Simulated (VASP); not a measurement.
Given:

```yaml
crystal:
  lattice:
    - [3.41798, 0.00000, 0.00000]
    - [-1.70899, 2.96005, 0.00000]
    - [0.00000, 0.00000, 30.24614]
  atoms:
    - { symbol: Te, position: [0.00000, 0.00000, 0.40435] }
    - { symbol: Te, position: [0.33333, 0.66667, 0.51792] }
    - { symbol: Te, position: [0.33333, 0.66667, 0.64002] }
    - { symbol: Te, position: [0.00000, 0.00000, 0.28217] }
    - { symbol: W, position: [0.00000, 0.00000, 0.11861] }
    - { symbol: W, position: [0.00000, 0.00000, 0.57904] }
    - { symbol: W, position: [0.33333, 0.66667, 0.34324] }
    - { symbol: Se, position: [0.33333, 0.66667, 0.06496] }
    - { symbol: Se, position: [0.33333, 0.66667, 0.17239] }
```

Computed with PBEsol GGA, VASP's PBE PAW potentials (set 64) (plane waves; VASP). Numerical set-up: 400 eV cut-off, Gaussian smearing of 0.050 eV, potentials Te W_sv Se.

The cell holds a wide vacuum, so values per volume refer to the whole cell. Unless said otherwise, spin-orbit coupling is left out, though it shifts the bands of the heavy elements here.

Question: Estimate the band gap (along the path) with the smallest direct gap where there is one.

Answer: 
* **band gap (along the path)**: 0.54 eV
* **smallest direct gap (along the path)**: 0.54 eV

The absolute energy has meaning only against runs of the same code, potentials and settings.

The cell is a sheet with vacuum, built from a database entry that may be metastable or hypothetical.
